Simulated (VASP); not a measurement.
Energy against volume of ZnS (zinc blende). Method: HSE06 screened hybrid, VASP's PBE PAW potentials (set 64) (plane waves; VASP). Run with 520 eV cut-off, 6×6×6 Γ-centred mesh, Gaussian smearing of 0.050 eV, potentials Zn S.

```csv
V (Å³/atom),E (eV/atom)
18.993,-4.18478
19.599,-4.19546
20.205,-4.19664
20.811,-4.18938
```

Fit these four points and predict the energy of the run at 18.386 Å³/atom.

A cubic in V^(−2/3), the third-order Birch-Murnaghan form, passes through the four points with V0 = 19.98 Å³/atom and B0 = 77 GPa, and gives -4.1634 eV/atom there. The run gave -4.1629 eV/atom, +0.5 meV/atom from the fit; all five points give B0 = 77 GPa.

The compound is ZnS in the zinc blende structure. It was relaxed first. The cell's shape comes from a PBE relaxation.
